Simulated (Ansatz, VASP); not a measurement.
## B3P4Ir in VASP and in Ansatz

```
CELL_PARAMETERS angstrom
4.75915 0.00000 0.00000
0.00000 4.75915 0.00000
0.00000 0.00000 4.75915
ATOMIC_POSITIONS crystal
B 0.00000 0.50000 0.50000
B 0.50000 0.50000 0.00000
B 0.50000 0.00000 0.50000
P 0.26846 0.73154 0.73154
P 0.73154 0.73154 0.26846
P 0.73154 0.26846 0.73154
P 0.26846 0.26846 0.26846
Ir 0.00000 0.00000 0.00000
```

Change from the starting cell: species swapped into the Cu3AsS4 type (P-43m, No. 215).

Alike in both runs: functional PBE; k mesh 8 × 8 × 8; occupations gaussian, width 0.1 eV; no spin polarisation.

Ansatz relaxed the structure, and its values are those at the end. VASP's run is a single point on that final structure, the one shown.

|  | VASP | Ansatz |
| --- | --- | --- |
| version | VASP 6.6.1 | Ansatz 0.2.0 |
| potentials or method | VASP PAW PBE potentials, release 64 (B, P, Ir) | scalar-relativistic, plane waves, PAW |
| plane-wave cutoff (eV) | 520 | 420 |
| valence electrons in the cell | 38 | 46 |

Ansatz gave:

- gap on the k mesh at the Fermi level (eV): none
- pressure (GPa): 0.0
- rms of the force components (eV/Å): 0.000

Task: What did VASP give for the same quantities?

Result: gap on the k mesh at the Fermi level (eV): none; pressure (GPa): 0.1; rms of the force components (eV/Å): 0.026.

A gap of «none» marks a metal or a gap that the smearing closes. The functional is the same, so the differences come from potentials, cutoffs and numerics. The two sets of potentials don't hold the same shells in valence.

The runs have no spin-orbit coupling, so splittings on Ir are missing.
